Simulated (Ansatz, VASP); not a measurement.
## AlGaAs2 (CuAu-ordered zincblende type (invented)) in two plane-wave programs

Aim: how closely do two programs agree when they are given the same cell, functional and k mesh? The cell is generated by rule, not measured, and may not be a known phase. The cell is taken from a series of runs on this material, whose earlier steps may have relaxed, scaled, displaced or heated it; both programs get it as it stands.

Calculated with Ansatz 0.2.0; plane waves, with VASP 6.6.1 beside it; zone-centre phonons at PBEsol.

**1. The structure**

The structure is tetragonal, space group P-4m2 (No. 115). The conventional cell has a = 4.010 Å, b = 4.010 Å, c = 5.662 Å, α = 90.00°, β = 90.00°, γ = 90.00°. Al has 4 As at 2.45 Å nearest. Ga has 4 As at 2.45 Å nearest. Nearest to As lie 2 Al at 2.45 Å and 2 Ga at 2.45 Å. Farther neighbours are not listed.

**2. Ansatz: zone-centre phonons, PBEsol**

Ansatz runs on its default PAW (the set named soft_2) files.

Second derivatives magnify differences that forces hide, and they need a tight electronic threshold.

input.yaml reads:

```yaml
crystal:
  lattice:
    - [4.0097788811, 0.0, 0.0]
    - [0.0, 4.0097788811, 0.0]
    - [0.0, 0.0, 5.6622563322]
  atoms:
    - { symbol: Al, position: [0.0, 0.0, 0.0] }
    - { symbol: Ga, position: [0.5, 0.5, 0.5] }
    - { symbol: As, position: [0.0, 0.5, 0.2498308781] }
    - { symbol: As, position: [0.5, 0.0, 0.7501691219] }
kpoints:
  mp_grid: { grid: [8, 8, 6] }
hamiltonian:
  xc: pbesol
scf:
  occupations: { method: fixed }
output:
  eigenvalues: true
phonons:
  method: dfpt
  dielectric: true
  rigid_motions: translations
```

On the command line:

```
$ ansatz run input.yaml --threads 2 --pin off --max-ram 5120MiB --backend cpu --events-out ev --progress --plain --runs-dir out
```

Numbers of over 12 decimals in the logs are rounded to 6 here.

Log:

```text
Engine: ansatz 0.2.0, x86_64-unknown-linux-gnu
Pseudopotentials: kind: paw
Pseudopotential: Al, paw, valence charge 3, recommended cutoff 420 eV (normal), Al.paw.azcp
Pseudopotential: Ga, paw, valence charge 13, recommended cutoff 420 eV (normal), Ga.paw.azcp
Pseudopotential: As, paw, valence charge 15, recommended cutoff 420 eV (normal), As.paw.azcp
Functional definition: PBEsol
  exchange = pbesol_x
  correlation = pbesol_c
Crystal: 4 atoms, lattice volume = 91.040 Å³
Basis set: ecut = 420 eV, 1787 PW (Γ), exchange–correlation on 54×54×80 points (8 copies of the dense FFT grid, shifted against one another)
Bands: 28, of which v1, the nominal top of the filled ones, is band 23 counted from 1 (22 counted from 0)
Symmetry: 8 space group operations
k-points: 196 of 384 (irreducible under 1 space group operation, time reversal used)
Non-local potential: Al, projectors of the file, l = 0: 2, l = 1: 2, l = 2: 1
Non-local potential: Ga, projectors of the file, l = 0: 2, l = 1: 2, l = 2: 3, l = 3: 1
Non-local potential: As, projectors of the file, l = 0: 2, l = 1: 2, l = 2: 3, l = 3: 1
PAW form: soft (Blöchl's): semilocal exchange-correlation on the pseudo side does not see the compensation charge
PAW frozen core: Al, regenerated for the run's functional, and the local potential with it (the file was generated under x = pbe(κ = 0.804, μ = 0.219515), c = pbe(β = 0.066725))
PAW frozen core: Ga, regenerated for the run's functional, and the local potential with it (the file was generated under x = pbe(κ = 0.804, μ = 0.219515), c = pbe(β = 0.066725))
PAW frozen core: As, regenerated for the run's functional, and the local potential with it (the file was generated under x = pbe(κ = 0.804, μ = 0.219515), c = pbe(β = 0.066725))
PAW one-centre angular grid: Al, 110 points (default); XC on 64 Gauss nodes
PAW one-centre angular grid: Ga, 590 points (default); XC on 64 Gauss nodes
PAW one-centre angular grid: As, 590 points (default); XC on 64 Gauss nodes
Initial density: superposition of atomic densities (neutral atoms: chi_scale 0, normalization atom), corrected by the library's trained network
Initial wavefunctions: pseudopotential atomic-orbital guess
Functional: x = pbesol(κ = 0.804, μ = 0.123457), c = pbesol(β = 0.046)
SCF iter   1: F=—  HF=-13895.289481 eV  |F-HF|=—  |Δ(HF+E_count)|=         —  Δρ=2.98e-3  dr2=1.37e-2  ethr=1.77e-3  ⟨swp⟩=5.0  Hψ=20099  notcnv=0  defer=577
preconditioner: auto → Resta (q_TF=auto, 2.435 Å⁻¹)  ε∞=3.5  [insulator: Δε(μ)=0.986 eV  Ē_g=12.523 eV  n_scr=20 (ndim 8)  ℏωp=19.8 eV  f_vac=0.038  ε∞_Penn≈3.5]
SCF iter   2: F=—  HF=-13895.284594 eV  |F-HF|=—  |Δ(HF+E_count)|=   4.89e-3  Δρ=1.61e-3  dr2=3.83e-3  ethr=2.98e-5  ⟨swp⟩=3.0  Hψ=11917  notcnv=0  defer=588
SCF iter   3: F=—  HF=-13895.284057 eV  |F-HF|=—  |Δ(HF+E_count)|=   5.37e-4  Δρ=4.96e-4  dr2=3.87e-4  ethr=8.33e-6  ⟨swp⟩=2.9  Hψ=8122  notcnv=0  defer=588
SCF iter   4: F=—  HF=-13895.284082 eV  |F-HF|=—  |Δ(HF+E_count)|=   2.50e-5  Δρ=1.85e-4  dr2=4.66e-5  ethr=8.41e-7  ⟨swp⟩=2.5  Hψ=9982  notcnv=0  defer=588
SCF iter   5: F=—  HF=-13895.284081 eV  |F-HF|=—  |Δ(HF+E_count)|=   1.05e-6  Δρ=1.12e-4  dr2=8.98e-6  ethr=1.01e-7  ⟨swp⟩=2.0  Hψ=7829  notcnv=0  defer=196
SCF iter   6: F=—  HF=-13895.284090 eV  |F-HF|=—  |Δ(HF+E_count)|=   9.12e-6  Δρ=2.23e-5  dr2=4.27e-7  ethr=1.95e-8  ⟨swp⟩=2.0  Hψ=7818  notcnv=0  defer=196
SCF iter   7: F=—  HF=-13895.284090 eV  |F-HF|=—  |Δ(HF+E_count)|=   6.73e-7  Δρ=5.46e-6  dr2=2.10e-8  ethr=9.28e-10  ⟨swp⟩=2.0  Hψ=9800  notcnv=0  defer=196
SCF iter   8: F=—  HF=-13895.284090 eV  |F-HF|=—  |Δ(HF+E_count)|=   4.34e-8  Δρ=1.15e-6  dr2=8.40e-10  ethr=4.57e-11  ⟨swp⟩=2.0  Hψ=9800  notcnv=0  defer=196
SCF iter   9: F=-13895.284090 eV  HF=-13895.284090 eV  |F-HF|=0.00e0  |Δ(HF+E_count)|=   1.67e-9  Δρ=1.96e-7  dr2=3.50e-11  ethr=1.00e-12  ⟨swp⟩=11.5  Hψ=33116  notcnv=0
SCF 1 converged in 9 iterations: F = -13895.284090 eV  dr2 = 3.50e-11
  greatest PAW one-centre occupation: 0.999 electrons in one spin orbital (limit 2), on the As atom at site 2 (counted from 0), in its partial waves of l = 2
DFPT response loops at Γ: preconditioner auto → Resta (q_TF=auto, 2.435 Å⁻¹)  ε∞=7.7 (no band partly filled); β = 1.00, the filter's whole step (`scf.mixing.beta` (0.50) is not read by the response loops at its default; to damp them type it under 1.00, their step now; it binds the ground state too); Broyden in place of MSR1
── the response to a field inside a basis, on 10×10×8 k-points: an SCF that follows is theirs, and a resumed run solves both again ──
Bands: 24, of which v1, the nominal top of the filled ones, is band 23 counted from 1 (22 counted from 0)
k-points: 60
Initial density: handed on by an earlier stage of this run
Initial wavefunctions: pseudopotential atomic-orbital guess (no wavefunctions were taken with the density)
Eigensolver: Dense (60 Hₖ)
SCF iter   1: F=—  HF=-13895.273310 eV  |F-HF|=—  |Δ(HF+E_count)|=         —  Δρ=1.49e-4  dr2=1.17e-5  ethr=1.00e-1
preconditioner: auto → Resta (q_TF=auto, 2.435 Å⁻¹)  ε∞=4.3  [insulator: Δε(μ)=1.141 eV  Ē_g=10.979 eV  n_scr=20 (ndim 8)  ℏωp=19.8 eV  f_vac=0.026  ε∞_Penn≈4.3]
SCF iter   2: F=—  HF=-13895.273310 eV  |F-HF|=—  |Δ(HF+E_count)|=   4.31e-7  Δρ=1.12e-4  dr2=6.25e-6  ethr=2.53e-8
SCF iter   3: F=—  HF=-13895.273310 eV  |F-HF|=—  |Δ(HF+E_count)|=   5.73e-7  Δρ=2.05e-5  dr2=3.20e-7  ethr=1.36e-8
SCF iter   4: F=-13895.273310 eV  HF=-13895.273310 eV  |F-HF|=1.74e-8  |Δ(HF+E_count)|=   3.83e-7  Δρ=7.18e-6  dr2=5.00e-8  ethr=6.95e-10
SCF 1 converged in 4 iterations: F = -13895.273310 eV  dr2 = 5.00e-8
DFPT response loops at Γ: preconditioner auto → Resta (q_TF=auto, 2.435 Å⁻¹)  ε∞=7.2 (no band partly filled); β = 1.00, the filter's whole step (`scf.mixing.beta` (0.50) is not read by the response loops at its default; to damp them type it under 1.00, their step now; it binds the ground state too); Broyden in place of MSR1
WARN: field response: ε∞ stands inside a basis, on 10×10×8 points; the force constants stand on the 8×8×6 k-mesh, whose period is 8.46 times the interband length at k = (0.0000, 0.0000, 0.0000), direct gap 1.008 eV, under 14: take them and everything formed from them as unconverged, and compare with a denser kpoints.mp_grid
SCF converged after 9 iterations
Free energy (F): -13895.284090 eV
Harris-Foulkes:  -13895.284090 eV  (|F-HF|=0.00e0)
Internal energy: -13895.284090 eV  (E = F + TS)
E sigma→0 (E₀):  -13895.284090 eV
Fermi energy:    7.084777 eV
--- Per-component energies (eV) ---
  E_band       = -594.585237
  E_kinetic    = 345.825054
  E_local      = -6336.467151  (includes V_loc(G=0)·N_el)
  E_nonlocal   = -899.717763
  E_hartree    = 3247.850941
  E_xc         = -265.055986
  E_vxc        = -245.551386  (∫ρ·V_xc dr)
  E_paw        = -5991.246300  (= ΣΔE_a)
  E_vpaw       = 45.623920  (= ΣTr[D̂ρ^β])
  E_aug_tail   = -0.000127  (compensation charges beyond the density's cutoff)
  E_ewald      = -3999.287731
  E_core_change = 2.814974  (= ΣΔE_core)
  E_smearing   = -0.000000  (= −TS)
  E_closure    = -0.000000  (closes the sum)
  Σ components = -13895.284090   (vs F -13895.284090, Δ=0.00e0)
--- Band table (eV; the first three rows and the last of 196) ---
  k-point 0: bands = [... 19 lower, 4.6638, 7.0445, 7.0848, 7.0848, 8.0928, 8.4967, 9.1629, 11.0651, ... 1 higher]
  k-point 1: bands = [... 19 lower, 4.7685, 6.0868, 6.8001, 6.8001, 8.4125, 9.0679, 9.5483, 10.7097, ... 1 higher]
  k-point 2: bands = [... 19 lower, 5.0738, 5.0738, 6.2005, 6.2005, 8.7211, 9.7629, 10.0243, 10.5300, ... 1 higher]
  k-point 195: bands = [... 19 lower, 3.6393, 3.8174, 4.0003, 4.0003, 11.4840, 11.4840, 11.8809, 12.4871, ... 1 higher]
--- Phonons (Γ-DFPT): 7 representative perturbations + reference, on 196 of 384 k-points (Σ response iterations 24) ---
  k mesh reduced under 1 symmetry operation, with k and −k counted as one. Each operation leaves every solved perturbation unchanged. A smaller set is not considered because the run solves the response to a homogeneous field
  ASR residual: 8.678e-5 → 0.000e0 eV/Å²; symmetrization residual: 2.037e-5 eV/Å²
  ASR residual per site (eV/Å²): 7.58e-5 3.55e-5 8.68e-5 8.68e-5
  Γ frequencies (cm⁻¹): 0.00 0.00 0.00 82.42 82.42 212.57 247.01 247.01 247.24 349.62 349.62 367.12
  ε∞ (high-frequency dielectric tensor):
       11.524929     0.000000     0.000000
        0.000000    11.524929     0.000000
        0.000000     0.000000    11.494993
  ε⁰ (static dielectric tensor: ions relaxed, cell fixed):
       13.517410     0.000000     0.000000
        0.000000    13.517410    -0.000000
        0.000000    -0.000000    13.562511
  ε⁰ − ε∞ (ionic part):
        1.992481     0.000000    -0.000000
        0.000000     1.992481    -0.000000
       -0.000000    -0.000000     2.067518
  softest optical mode at Γ: 82.42 cm⁻¹; the repairs (sum rule, projections) moved no ω² at Γ by more than (1.80 cm⁻¹)²
  Born effective charges Z* (e; rows j = field, columns β = displacement):
    site 0:
         2.00266    0.00000   -0.00000
         0.00000    2.00266    0.00000
         0.00000    0.00000    2.14803
    site 1:
         2.24092    0.00000    0.00000
         0.00000    2.24092    0.00000
        -0.00000    0.00000    2.19386
    site 2:
        -2.17315    0.00000   -0.00000
         0.00000   -2.07043    0.00000
        -0.00000    0.00000   -2.17094
    site 3:
        -2.07043    0.00000   -0.00000
         0.00000   -2.17315    0.00000
         0.00000    0.00000   -2.17094
  Z* charge neutrality: 1.233e-2 e pre-enforcement
  solved inside a basis spanned on kpoints, on 10×10×8 k-points transformed towards the longest dipole: ε∞ is read to err by 5.4e-2, Z* by 2.6e-2 e (field_mesh: kpoints solves on kpoints); Z* is corrected for what the basis lacks
  optical modes at Γ without the LO–TO term, one row a degenerate level:
      ω (cm⁻¹)  modes    IR ((D/Å)²/amu)
         82.42      2             0.0325
        212.57      1             0.0000
        247.01      2             4.4942
[...]
optical modes at Γ + LO–TO along q̂ = [1.0000, 0.0000, 0.0000]:
      ω (cm⁻¹)  modes    IR ((D/Å)²/amu)
[...]
optical modes at Γ + LO–TO along q̂ = [0.0000, 1.0000, 0.0000]:
      ω (cm⁻¹)  modes    IR ((D/Å)²/amu)
[...]
366.58      1             6.3045
        367.12      1             5.5737
  optical modes at Γ + LO–TO along q̂ = [0.0000, 0.0000, 1.0000]:
      ω (cm⁻¹)  modes    IR ((D/Å)²/amu)
         82.42      2             0.0325
        212.57      1             0.0000
        247.01      2             4.4942
        257.18      1             2.0887
        349.62      2            11.2038
        383.36      1             6.3517
```

Reading the cycles: dr2 is the Hartree energy of the density residual (eV), the measure of convergence; HF is the Harris–Foulkes estimate of the energy, which meets the free energy F at convergence.

(Continued in part 2 of 3.)

[Lines on the potential files, build, host, timing and source positions are cut from VASP's logs without a mark.]

[Logs are printed without paths, hosts, clocks, repeated set-up lines and the standing remarks that a program may print on its own settings, such as how far it seeks lower states.]

[Hosts, paths, dates, database ids (printed as entryN), source tags and the programs' standing remarks are cut or masked in the printed files.]
